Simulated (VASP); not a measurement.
Data:

```yaml
crystal:
  lattice:
    - [4.28009, 0.00000, 0.00000]
    - [0.00000, 4.28009, 0.00000]
    - [0.00000, 0.00000, 4.28009]
  atoms:
    - { symbol: Cs, position: [0.00000, 0.00000, 0.00000] }
    - { symbol: Au, position: [0.50000, 0.50000, 0.50000] }
```

Calculation: r2SCAN meta-GGA, VASP's PBE PAW potentials (set 64) (plane waves; VASP). Numerical set-up: 400 eV cut-off, 7×7×7 Γ-centred mesh, tetrahedra with Blöchl corrections, potentials Cs_sv Au.

Unless said otherwise, spin-orbit coupling is left out, though it shifts the bands of the heavy elements here.

### Question
Predict the energy per atom (σ→0), band gap (over mesh and band path) with the smallest direct gap where there is one.

### Answer

The band gap (over mesh and band path) is 1.31 eV. The smallest direct gap (over mesh and band path) is 1.88 eV and the energy per atom (σ→0) comes out as -38.171 eV/atom.

Total energies compare only between runs with the same potentials, cut-off and functional.

The structure comes from a computed database's CsAu entry (Pm-3m); how it stands against other phases isn't given here. It was relaxed first.
